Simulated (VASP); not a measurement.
A VASP calculation is set up with these files.

### INCAR
```
ALGO = Normal
EDIFF = 1E-6
EDIFFG = -0.02
ENCUT = 620
IBRION = 2
ISIF = 3
ISMEAR = 0
LASPH = .TRUE.
LCHARG = .FALSE.
LMAXMIX = 6
LMIXTAU = .TRUE.
LREAL = .FALSE.
LWAVE = .FALSE.
METAGGA = R2SCAN
NELM = 100
NSW = 40
PREC = Accurate
PSTRESS = 100
SIGMA = 0.05
SYSTEM = HfO2
```

### KPOINTS
```
Automatic
0
Gamma
8 8 8
0 0 0
```

File POSCAR:
```
HfO2
1
   -0.0000000000     2.4879903269     2.4879903269
    2.4879903269     0.0000000000     2.4879903269
    2.4879903269     2.4879903269    -0.0000000000
Hf O
1 2
Direct
  0.0000000000   0.0000000000   0.0000000000
  0.2500000000   0.2500000000   0.2500000000
  0.7500000000   0.7500000000   0.7500000000
```

POTCAR, in this order: Hf_pv O (PBE.64 set). Program: vasp_std.

Write an equivalent input for Ansatz.

One equivalent input (not run):
Ansatz 0.2 input:
```yaml
crystal:
  lattice:
    - [0.0000000, 2.4879903, 2.4879903]
    - [2.4879903, 0.0000000, 2.4879903]
    - [2.4879903, 2.4879903, 0.0000000]
  atoms:
    - { symbol: Hf, position: [0.0000000, 0.0000000, 0.0000000] }
    - { symbol: O, position: [0.2500000, 0.2500000, 0.2500000] }
    - { symbol: O, position: [0.7500000, 0.7500000, 0.7500000] }
kpoints:
  mp_grid: { grid: [8, 8, 8] }
hamiltonian:
  xc: r2scan
  pseudopotentials: { kind: paw }
scf:
  occupations: { method: gaussian, width: 0.05 }
  max_iter: 100
relax:
  max_steps: 40
  f_tol: 0.02
  cell: { p_target: 10 }
output: { forces: true, stress: true, eigenvalues: true }
```
Limits of the translation: each code has its own PAW files, so the cut-off isn't converted (ENCUT is set for VASP's; basis.ecutwfc is left out, and Ansatz then takes the one that its files recommend); Ansatz stops its SCF on the density residual and VASP on the energy change (EDIFF).

The compound is HfO2 in the fluorite structure, the high-temperature cubic form, which is unstable at 0 K; the monoclinic form is the stable one. It was relaxed first under an external pressure of 10 GPa.
